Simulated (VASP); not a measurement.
Level of theory: vdW-DF2, VASP's PBE PAW potentials (set 64) (plane waves; VASP 6.6.1).

A VASP calculation is set up with these files.

POSCAR:
```
CeO2
1
    0.0000000000     2.7918594911     2.7918594911
    2.7918594911     0.0000000000     2.7918594911
    2.7918594911     2.7918594911     0.0000000000
Ce O
1 2
Direct
  0.0000000000   0.0000000000   0.0000000000
  0.2500000000   0.2500000000   0.2500000000
  0.7500000000   0.7500000000   0.7500000000
```

**INCAR**
```
SYSTEM  =  CeO2
PREC  =  Accurate; ENCUT  =  520; LREAL  =  .FALSE.
LASPH  =  .TRUE.; ICHARG  =  11
EDIFF  =  1E-7; NELM  =  100; ALGO  =  Normal
LMAXMIX  =  6
ISMEAR  =  0; SIGMA  =  0.05
GGA  =  ML; LUSE_VDW  =  .TRUE.; AGGAC  =  0.0
ZAB_VDW  =  -1.8867
LWAVE  =  .FALSE.; LCHARG  =  .FALSE.; LORBIT  =  11
```

KPOINTS:
```
k-points along high-symmetry lines
15
Line-mode
Reciprocal
  0.000000   0.000000   0.000000 ! GAMMA
  0.500000   0.000000   0.500000 ! X

  0.500000   0.000000   0.500000 ! X
  0.625000   0.250000   0.625000 ! U

  0.375000   0.375000   0.750000 ! K
  0.000000   0.000000   0.000000 ! GAMMA

  0.000000   0.000000   0.000000 ! GAMMA
  0.500000   0.500000   0.500000 ! L

  0.500000   0.500000   0.500000 ! L
  0.500000   0.250000   0.750000 ! W

  0.500000   0.250000   0.750000 ! W
  0.500000   0.000000   0.500000 ! X
```

POTCAR, in this order: Ce O (PBE.64 set). Program: vasp_std. Read from the step before: CHGCAR.

The resulting files:

**OSZICAR**
```
       N       E                     dE             d eps       ncg     rms          rms(c)
DAV:   1     0.189228009920E+03    0.18923E+03   -0.11779E+04  2880   0.203E+03
DAV:   2     0.116509558959E+02   -0.17758E+03   -0.17240E+03  4032   0.287E+02
DAV:   3    -0.181497012363E+02   -0.29801E+02   -0.29001E+02  4224   0.134E+02
DAV:   4    -0.198912167009E+02   -0.17415E+01   -0.15759E+01  3976   0.299E+01
DAV:   5    -0.199957929021E+02   -0.10458E+00   -0.10457E+00  4728   0.691E+00
DAV:   6    -0.200019774254E+02   -0.61845E-02   -0.61845E-02  4320   0.140E+00
DAV:   7    -0.200022046010E+02   -0.22718E-03   -0.22718E-03  4800   0.298E-01
DAV:   8    -0.200022149395E+02   -0.10338E-04   -0.10339E-04  4528   0.669E-02
DAV:   9    -0.200022159152E+02   -0.97577E-06   -0.97578E-06  4880   0.170E-02
DAV:  10    -0.200022159938E+02   -0.78552E-07   -0.78570E-07  3936   0.454E-03
   1 F= -.20002216E+02 E0= -.20002216E+02  d E =-.147155E-19
```

**OUTCAR**
```
 val. band max:        4.3693162778   @ k =   0.2679   0.2679   0.5357

 cond. band min:       5.9913365314   @ k =   0.5000   0.5000   0.5000



 k-point     1 :       0.0000    0.0000    0.0000
  band No.  band energies     occupation
      1     -28.1928      2.00000
      2     -11.6600      2.00000
      3     -10.7442      2.00000
      4     -10.3744      2.00000
      5     -10.3744      2.00000
      6     -10.3744      2.00000
      7       1.1458      2.00000
      8       1.1458      2.00000
      9       1.1458      2.00000
     10       3.8758      2.00000
     11       3.8758      2.00000
     12       3.8758      2.00000
     13       6.2962      0.00000
     14       6.2962      0.00000
     15       6.2962      0.00000
     16       6.4066      0.00000

 k-point     2 :       0.0357    0.0000    0.0357
  band No.  band energies     occupation
      1     -28.1907      2.00000
      2     -11.7305      2.00000
      3     -10.7524      2.00000
      4     -10.3800      2.00000
      5     -10.3800      2.00000
      6     -10.2977      2.00000
      7       1.1621      2.00000
      8       1.1621      2.00000
      9       1.1768      2.00000
     10       3.8316      2.00000
     11       3.8845      2.00000
     12       3.8845      2.00000
     13       6.2931      0.00000
     14       6.2970      0.00000
     15       6.2970      0.00000
     16       6.4089      0.00000

 k-point     3 :       0.0714    0.0000    0.0714
  band No.  band energies     occupation
      1     -28.1843      2.00000
      2     -11.9040      2.00000
      3     -10.7769      2.00000
      4     -10.3962      2.00000
      5     -10.3962      2.00000
      6     -10.1050      2.00000
      7       1.2105      2.00000
      8       1.2105      2.00000
      9       1.2687      2.00000
     10       3.7020      2.00000
     11       3.9097      2.00000
     12       3.9097      2.00000
     13       6.2840      0.00000
     14       6.2995      0.00000
...
```

The density is held fixed in this step, so its total energy and stress have no physical meaning.

The compound is CeO2 in the fluorite structure. It was relaxed first, which changed the volume by +10 %. The run is not spin-polarised, so no magnetic state was tried.
